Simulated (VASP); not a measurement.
Write the native input for VASP 6.6.1 that does the following.

| Item | Value |
| --- | --- |
| Task | relaxation of shape and atoms at fixed volume |
| Functional | r2SCAN |
| Potentials or basis | VASP PAW PBE potentials, release 64 (Be) |
| Cutoff | 600 eV |
| k mesh | 18 × 18 × 10 |
| Occupations | methfessel-paxton, width 0.1 eV |
| Spin | no spin polarisation |
| Further INCAR settings | ALGO = Normal; EDIFF = 1e-07; IBRION = 2; EDIFFG = -0.01; NSW = 40; ISIF = 4 |

The structure of Be lies in POSCAR:

```
Be                                      
1.0
    2.3046709669      0.0000000000      0.0000000000
   -1.1523354835      1.9959036047      0.0000000000
    0.0000000000      0.0000000000      3.6486388406
  Be            
     2
Direct
     0.3333333332999970    0.6666666667000030    0.2500000000000000
     0.6666666667000030    0.3333333332999970    0.7500000000000000
```

The cell isn't the ideal one: a relaxed cell with its volume scaled by 1.06.

These files were run (other wordings do the same):

INCAR

```
SYSTEM = Be
ALGO = Normal ; EDIFF = 1E-7
EDIFFG = -0.01 ; ENCUT = 600
IBRION = 2 ; ISIF = 4
ISMEAR = 1 ; LASPH = .True.
LCHARG = .False. ; LMIXTAU = .True.
LREAL = .False. ; LWAVE = .False.
METAGGA = R2SCAN ; NELM = 80
NSW = 40 ; PREC = Accurate
SIGMA = 0.1
```

KPOINTS

```
k-points
0
Gamma
  18 18 10
  0 0 0
```

Potentials or basis: VASP PAW PBE potentials, release 64 (Be).

Command:

```sh
$ cat potpaw_PBE.64/Be/POTCAR > POTCAR
$ mpirun -np 1 vasp_std > vasp.out
```

Results of the run:

- Energy gained by relaxing: 0.0 meV/atom
- Ionic steps: 2
- Pressure after relaxing: -6.6 GPa
- Band gap on the k mesh: none (metal or under the smearing width)

Caveat: the PAW data sets were made with another functional, which shifts forces and pressure a little.

It took 89 s on 1 thread of Intel(R) Xeon(R) Platinum 8488C (Sapphire Rapids), with other jobs on the host, peak memory 0.14 GiB.
